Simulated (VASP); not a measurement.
Computed with PBE GGA, VASP's PBE PAW potentials (set 64) (plane waves; VASP).

A VASP calculation is set up with these files.

INCAR:
```
ALGO  =  Normal
EDIFF  =  1E-6
EDIFFG  =  -0.01
ENCUT  =  400
GGA  =  PE
IBRION  =  2
ISIF  =  3
ISMEAR  =  1
ISPIN  =  2
LASPH  =  .TRUE.
LCHARG  =  .FALSE.
LMAXMIX  =  4
LORBIT  =  10
LREAL  =  .FALSE.
LWAVE  =  .FALSE.
MAGMOM  =  1.5 -1.5
NELM  =  100
NSW  =  60
PREC  =  Accurate
SIGMA  =  0.1
SYSTEM  =  Cr
```

File POSCAR:
```
Cr
1.0
  2.8800000000   0.0000000000   0.0000000000
  0.0000000000   2.8800000000   0.0000000000
  0.0000000000   0.0000000000   2.8800000000
Cr
2
Cart
  0.0000000000   0.0000000000   0.0000000000
  1.4400000000   1.4400000000   1.4400000000
```

**KPOINTS**
```
Automatic mesh
0
Gamma
11 11 11
0 0 0
```

POTCAR, in this order: Cr_pv (PBE.64 set). Program: vasp_std.

Energy and stress use the plane-wave basis of the starting cell.

Question: What does the run give for the energy per atom (σ→0), cell moment, volume per atom, band gap (on the k-mesh)?

Answer: 
```
Item                                                        Result
------------------------  ----------------------------------------
energy per atom (σ→0)                               -9533 meV/atom
cell moment                                                0.00 μB
band gap (on the k-mesh)  none (metal, semimetal or under 0.01 eV)
volume per atom                                      11.66 Å³/atom
```

**OSZICAR**
```
...
DAV:   3    -0.190677852522E+02    0.19265E-02   -0.15811E-02  4112   0.152E+00    0.662E-01
DAV:   4    -0.190670151836E+02    0.77007E-03   -0.79074E-04  4416   0.339E-01    0.268E-01
DAV:   5    -0.190664597479E+02    0.55544E-03   -0.20487E-03  4496   0.458E-01    0.478E-02
DAV:   6    -0.190665053070E+02   -0.45559E-04   -0.17212E-04  4032   0.112E-01    0.319E-02
DAV:   7    -0.190665112369E+02   -0.59299E-05   -0.92452E-05  5088   0.821E-02    0.149E-02
DAV:   8    -0.190665145926E+02   -0.33557E-05   -0.16151E-05  4336   0.229E-02    0.618E-03
DAV:   9    -0.190665145646E+02    0.27985E-07   -0.41938E-06  2952   0.132E-02
   3 F= -.19066515E+02 E0= -.19066688E+02  d E =-.767458E-02  mag=    -0.0000
```

The compound is Cr in the bcc, AFM order structure. This run relaxes it. Symmetry was kept, so distortions that lower it aren't found.
